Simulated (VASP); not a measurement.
Data:

```
HgZn3Te4
1.0
    6.17823     0.00000     0.00000
    0.00000     6.17823     0.00000
    0.00000     0.00000     6.17823
Zn Te Hg
3 4 1
Cartesian
  0.00000   0.00000   0.00000
  3.08911   3.08911   0.00000
  3.08911   0.00000   3.08911
  1.60968   1.47943   1.47943
  4.56854   4.69880   1.47943
  4.56854   1.47943   4.69880
  1.60968   4.69880   4.69880
  0.00000   3.08911   3.08911
```

All values below come from PBEsol GGA, VASP's PBE PAW potentials (set 64) (plane waves; VASP). Run with 400 eV cut-off, 4×4×4 Γ-centred mesh, tetrahedra with Blöchl corrections, potentials Zn Te Hg.

Unless said otherwise, spin-orbit coupling is left out, though it shifts the bands of the heavy elements here.

Problem. Predict the energy per atom (σ→0), band gap (on the k-mesh) with the smallest direct gap where there is one.

Solution. 
```
Item                                          Value
-----------------------------------  --------------
band gap (on the k-mesh)                    0.64 eV
smallest direct gap (on the k-mesh)         0.64 eV
energy per atom (σ→0)                -2.754 eV/atom
```

Total energies compare only between runs with the same potentials, cut-off and functional.

The structure was generated: HgZn3Te4 was put into an ordered model structure (P-43m), which need not be its known phase. It was relaxed first.
